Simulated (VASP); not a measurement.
```xyz
3
Lattice="-1.6126 1.6126 3.9446 1.6126 -1.6126 3.9446 1.6126 1.6126 -3.9446" Properties=species:S:1:pos:R:3 pbc="T T T"
Si     0.0000     0.0000     5.2436
Si     1.6126     1.6126    -1.2990
Mo     0.0000     0.0000     7.8892
```

These are PW91 GGA, VASP's PBE PAW potentials (set 64) (plane waves; VASP) values and carry that method's errors. Numerical set-up: 520 eV cut-off, 15×15×15 Γ-centred mesh, tetrahedra with Blöchl corrections, potentials Si Mo_sv.

Q: Predict the energy per atom (σ→0), band gap (on the k-mesh) with the smallest direct gap where there is one.

A: 
The band gap (on the k-mesh) is none (metal, semimetal or under 0.01 eV). The energy per atom (σ→0) comes out as -741.5 kJ/mol-atom.

Only differences to runs with the same potentials and settings are physical.

The compound is MoSi2 in the MoSi2 type structure. It was relaxed first.
